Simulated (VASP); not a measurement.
Si2WC3:

```
Si W C
1.0
     3.01463    0.00000    0.00000
    -1.50731    2.61074    0.00000
     0.00000    0.00000    8.09214
Si W C
2 1 3
Direct
  0.00000 0.00000 0.89790
  0.33333 0.66667 0.58326
  0.00000 0.00000 0.20316
  0.33333 0.66667 0.00272
  0.00000 0.00000 0.67058
  0.33333 0.66667 0.35737
```

The cell was built by a generator and needn't be a form met in nature.

Program: VASP 6.6.1. Alike in all runs: potentials or basis VASP PAW PBE potentials, release 64 (Si, W_sv, C); no spin polarisation; cell as given; k mesh 10 × 10 × 4; cutoff (eV) 520. Hardware: 4 MPI ranks on AMD EPYC 7R13 Processor (Zen 3), with other jobs on the host.

Task: Order these runs on this cell by their wall time, lowest first.
A. task single point; level PBEsol; smearing gaussian 0.03 eV; further INCAR settings ALGO = Normal; EDIFF = 1e-06
B. task band structure; level PBE; smearing gaussian 0.03 eV; further INCAR settings ALGO = Normal; EDIFF = 1e-06
C. task Born charges and dielectric tensor; level PBE; smearing gaussian 0.02 eV; further INCAR settings ALGO = Normal; EDIFF = 1e-08

Result: A (29 s), B (60 s), C (470 s).
